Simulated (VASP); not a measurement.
Data:

```xyz
2
Lattice="0.0000 2.8054 2.8054 2.8054 0.0000 2.8054 2.8054 2.8054 0.0000" Properties=species:S:1:pos:R:3 pbc="T T T"
Li     0.0000     0.0000     0.0000
Br     2.8054     2.8054     2.8054
```

All values below come from revPBE GGA, VASP's PBE PAW potentials (set 64) (plane waves; VASP 6.6.1). Settings: 520 eV cut-off, Gaussian smearing of 0.050 eV, potentials Li_sv Br.

Give the energies of bands 3 to 8 at the high-symmetry points, in eV from the valence-band maximum.

```
band      Γ      X      U      L      W
----  -----  -----  -----  -----  -----
3      0.00  -2.58  -2.22  -2.60  -1.90
4      0.00  -1.01  -1.65  -0.24  -1.90
5      0.00  -1.01  -0.76  -0.24  -1.02
6      4.89   6.31   6.75   5.76   7.95
7     10.52   7.32   8.70   8.23   8.61
8     10.52  11.32  10.25   8.23   9.39
```

The gap is indirect, 4.89 eV, from the valence maximum at K-Γ at 0.79 to the conduction minimum at Γ.

Measured: gap 7.60 eV (computed value off by -2.71 eV), as given by Abedi et al., (2022), arXiv:2211.14644.

The compound is LiBr in the rock salt structure. It was relaxed first, which changed the volume by +6 %.
